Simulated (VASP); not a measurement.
Given:

```xyz
3
Lattice="0.0000 2.9459 2.9097 2.9896 0.0000 2.9097 2.9896 2.9459 0.0000" Properties=species:S:1:pos:R:3 pbc="T T T"
Al     1.4948     1.4729     1.4549
Al     4.4844     4.4188     4.3646
Pt     0.0913     0.0000     0.0000
```

Level of theory: PBE GGA, VASP's PBE PAW potentials (set 64) (plane waves; VASP). Numerical set-up: 400 eV cut-off, 8×8×8 Γ-centred mesh, first-order Methfessel-Paxton smearing of 0.10 eV, potentials Al Pt.

**Question.** Which forces act on the atoms, in eV/Å?

**Answer.** 
| atom | Fx | Fy | Fz |
|---|---|---|---|
| Al1 | 0.418 | 0.000 | 0.000 |
| Al2 | 0.418 | 0.000 | 0.000 |
| Pt3 | -0.836 | 0.000 | 0.000 |

**Question.** Give the stress tensor in GPa (positive for a compressed cell).

**Answer.** 
```
3.00  0.00  0.00
0.00  3.77  0.00
0.00  0.00  4.44
```
The pressure is its mean diagonal, 3.74 GPa.

The compound is PtAl2 in the fluorite structure. The cell was not relaxed at this level, atoms are displaced from their ideal sites. The run is one of a series of settings (EDIFF = 1E-8 against the base run), some of them coarse on purpose.
